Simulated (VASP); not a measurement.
Crystal: SiO2.

```
Si O
1.0
     5.07464    0.00000    0.00000
     0.00000    5.07464    0.00000
     0.00000    0.00000    7.08526
Si O
4 8
Direct
  0.70486 0.70486 0.50000
  0.79514 0.20486 0.75000
  0.20486 0.79514 0.25000
  0.29514 0.29514 0.00000
  0.90444 0.75918 0.32494
  0.09556 0.24082 0.82494
  0.75918 0.90444 0.67506
  0.25918 0.59556 0.07494
  0.24082 0.09556 0.17506
  0.40444 0.74082 0.42506
  0.59556 0.25918 0.92506
  0.74082 0.40444 0.57494
```

The cell is a database's computed one.

Base run:

* Program: VASP 6.6.1
* Functional: PBE0
* Potentials or basis: VASP PAW PBE potentials, release 64 (Si, O)
* Cutoff: 450 eV
* k mesh: 6 × 6 × 4
* Occupations: gaussian, width 0.02 eV
* Spin: no spin polarisation

Its results: band gap on the k mesh 8.07 eV, direct; largest force 0.313 eV/Å.

Task: The run is repeated on the same cell with these changes: functional from PBE0 to HSE06. What comes out?

Result: Band gap on the k mesh 7.33 eV, direct; largest force 0.309 eV/Å.

Caveats: the PAW data sets were made with another functional, which shifts forces and pressure a little.
